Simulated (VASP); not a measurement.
Input for VASP

### POSCAR
```
GaAs
1
    0.0000000000     2.8250000000     2.8250000000
    2.8250000000     0.0000000000     2.8250000000
    2.8250000000     2.8250000000     0.0000000000
Ga As
1 1
Direct
  0.0000000000   0.0000000000   0.0000000000
  0.2500000000   0.2500000000   0.2500000000
```

INCAR:
```
SYSTEM = GaAs
PREC = Accurate
ENCUT = 400
EDIFF = 1E-6
NELM = 100
ALGO = Normal
LREAL = .FALSE.
LASPH = .TRUE.
ISMEAR = 0
SIGMA = 0.05
GGA = PE
LMAXMIX = 4
LWAVE = .FALSE.
LCHARG = .FALSE.
ISIF = 2
NBANDS = 8
```

**KPOINTS**
```
Automatic mesh
0
Gamma
6 6 6
0 0 0
```

POTCAR, in this order: Ga_d As (PBE.64 set). Program: vasp_std.

Output

**standard output**
```
 POSCAR found type information on POSCAR GaAs
 POSCAR found :  2 types and       2 ions
 Reading from existing POTCAR
 Reading from existing POTCAR
 LDA part: xc-table for (Slater+PW92), standard interpolation

 -----------------------------------------------------------------------------
|                                                                             |
|     EEEEEEE  RRRRRR   RRRRRR   OOOOOOO  RRRRRR      ###     ###     ###     |
|     E        R     R  R     R  O     O  R     R     ###     ###     ###     |
|     E        R     R  R     R  O     O  R     R     ###     ###     ###     |
|     EEEEE    RRRRRR   RRRRRR   O     O  RRRRRR       #       #       #      |
|     E        R   R    R   R    O     O  R   R                               |
|     E        R    R   R    R   O     O  R    R      ###     ###     ###     |
|     EEEEEEE  R     R  R     R  OOOOOOO  R     R     ###     ###     ###     |
|                                                                             |
|     The number of bands is not sufficient to hold all electrons. I am       |
|     sorry, but this calculation does not make sense. If you want to         |
|     calculate only selected states, you need to set either EFERMI or        |
|     EREF. EREF specifies around which energy states are supposed to be      |
|     calculated.                                                             |
|     I found NBANDS = 8, NELECT = 18.                                        |
|                                                                             |
|       ---->  I REFUSE TO CONTINUE WITH THIS SICK JOB ... BYE!!! <----       |
|                                                                             |
 -----------------------------------------------------------------------------
```

Task: Read the log: what went wrong, and how is it fixed?

Result: The cause: NBANDS is too small to hold all electrons. VASP stops with an error: The number of bands is not sufficient to hold all electrons. I am sorry, but this calculation does not make sense. If you want to calculate only selected states, you need to set either EFERMI or EREF. EREF specifies around which energy states are supposed to be calculated. I found NBANDS = 8, NELECT = 18. ----> I REFUSE TO CONTINUE WITH THIS SICK JOB ... BYE!!! <---- To mend it, remove NBANDS.

The mended run (PBE GGA, plane waves, VASP's PBE PAW potentials (set 64)) converges, and its OSZICAR ends with
```
   1 F= -.82238594E+01 E0= -.82238594E+01  d E =-.140983E-10
```

The compound is GaAs in the zinc blende structure. The cell was not relaxed at this level.
